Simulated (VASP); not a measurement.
Data:

```
InP
1.0
    0.00000     2.97797     2.97797
    2.97797     0.00000     2.97797
    2.97797     2.97797     0.00000
In P
1 1
Direct
  0.00000   0.00000   0.00000
  0.25000   0.25000   0.25000
```

Computed with PBE GGA, VASP's PBE PAW potentials (set 64) (plane waves; VASP 6.6.1). Settings: 400 eV cut-off, 7×7×7 Γ-centred mesh, Gaussian smearing of 0.050 eV, potentials In_d P.

Unless said otherwise, spin-orbit coupling is left out, though it shifts the bands of the heavy elements here.

**Question.** Estimate the energy per atom (σ→0), band gap (on the k-mesh) with the smallest direct gap where there is one.

**Answer.** 
The band gap (on the k-mesh) is 0.45 eV, the smallest direct gap (on the k-mesh) comes out as 0.45 eV and the energy per atom (σ→0) is -4.202 eV/atom.

The compound is InP in the zinc blende structure. It was relaxed first. The start is the result of an earlier pass.
